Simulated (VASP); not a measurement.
WSe2, 9 atoms in the cell. The cell holds a slab with vacuum, 9 atoms: a = 3.303 Å, b = 3.303 Å, c = 31.473 Å, α = 90.00°, β = 90.00°, γ = 120.00°. 

```yaml
Program: VASP 6.6.1
Task: single point
Functional: rev-vdW-DF2
Potentials_or_basis: VASP PAW PBE potentials, release 64 (Se, W_sv)
Cutoff: 520 eV
k_mesh: 9 × 9 × 1
Occupations: gaussian, width 0.03 eV
Spin: no spin polarisation
Dipole_correction: yes
Further_INCAR_settings: ALGO = Normal; EDIFF = 1e-07
```

Potentials or basis: VASP PAW PBE potentials, release 64 (Se, W_sv).

Command:

```console
$ cat potpaw_PBE.64/Se/POTCAR potpaw_PBE.64/W_sv/POTCAR > POTCAR
$ mpirun -np 4 vasp_std > vasp.out
```

Hardware: 4 MPI ranks on Intel(R) Xeon(R) Platinum 8488C (Sapphire Rapids) (shared host).

Problem. Estimate the wall time of this run.

Solution. It took 9 min on 4 MPI ranks on Intel(R) Xeon(R) Platinum 8488C (Sapphire Rapids), on a shared host, peak memory 1.3 GiB a rank. Counts: scf iterations 25, k points 12.
